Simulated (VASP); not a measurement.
Input:

```
CELL_PARAMETERS angstrom
      3.21951     0.00000     0.00000
     -1.60976     2.78818     0.00000
      0.00000     0.00000     3.18548
ATOMIC_POSITIONS crystal
  Ti 0.66667 0.33333 0.00000
  S  0.00000 0.00000 0.50000
```

These are PBEsol GGA, VASP's PBE PAW potentials (set 64) (plane waves; VASP) values and carry that method's errors. Run with 400 eV cut-off, 15×15×13 Γ-centred mesh, tetrahedra with Blöchl corrections, potentials Ti_sv S.

Q: What does the run give for the energy per atom (σ→0), band gap (on the k-mesh) with the smallest direct gap where there is one?

A: 
```
Item                                                        Result
------------------------  ----------------------------------------
band gap (on the k-mesh)  none (metal, semimetal or under 0.01 eV)
energy per atom (σ→0)                               -7.990 eV/atom
```

The structure comes from a computed database's TiS entry (P-6m2); how it stands against other phases isn't given here. It was relaxed first.
